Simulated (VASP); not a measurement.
Write the native input for VASP 6.6.1 that does the following.

```yaml
Task: single point
Functional: PBE
Potentials_or_basis: VASP PAW PBE potentials, release 64 (Cr_pv, N)
Cutoff: 520 eV
k_mesh: 10 × 10 × 1
Occupations: fermi-dirac, width 0.05 eV
Spin: collinear spin, ferromagnetic start
Starting_moments: "[3.0, 0.0] μB"
Dipole_correction: yes
Further_INCAR_settings: ALGO = Normal; EDIFF = 1e-07; NBANDS = 20
```

The structure of CrN lies in POSCAR:

```
CrN
1.0
    2.7241200000      0.0000000000      0.0000000000
    0.0000000000      2.7241200000      0.0000000000
    0.0000000000      0.0000000000     23.8000000000
Cr N
1 1
Direct
    0.5000000000      0.5000000000      0.2941200000
    0.0000000000      0.0000000000      0.2941200000
```

The cell was built by a generator and needn't be a form met in nature.

These files were run (other wordings do the same):

INCAR

```
PREC = Accurate
ENCUT = 520
EDIFF = 1E-7
ISMEAR = -1
SIGMA = 0.05
LREAL = False
LASPH = True
NELM = 120
ALGO = Normal
ISIF = 2
LWAVE = False
LCHARG = False
ISPIN = 2
MAGMOM = 3 0
LORBIT = 11
LMAXMIX = 4
LDIPOL = True
IDIPOL = 3
DIPOL = 0.5 0.5 0.294
GGA = PE
NBANDS = 20
```

KPOINTS

```
Automatic mesh
0
Gamma
  10 10 1
```

Potentials or basis: VASP PAW PBE potentials, release 64 (Cr_pv, N).

Launch:

```sh
$ cat potpaw_PBE.64/Cr_pv/POTCAR potpaw_PBE.64/N/POTCAR > POTCAR
$ mpirun -np 1 vasp_std > vasp.out
```

Results of the run:

```yaml
Band_gap_on_the_k_mesh: none (metal or under the smearing width)
Net_moment: 2.39 μB per cell
Site_moments: Cr +2.31; N -0.13 μB
Valence_electrons_inside_the_program's_atomic_spheres: Cr 10.93; N 3.73
```

Caveat: only a ferromagnetic start was run, and an antiferromagnetic order may lie lower in energy.

It took 5.2 min on 1 thread of AMD EPYC 7R43 64-Core Processor (Zen 3) (shared host), peak memory 0.34 GiB.
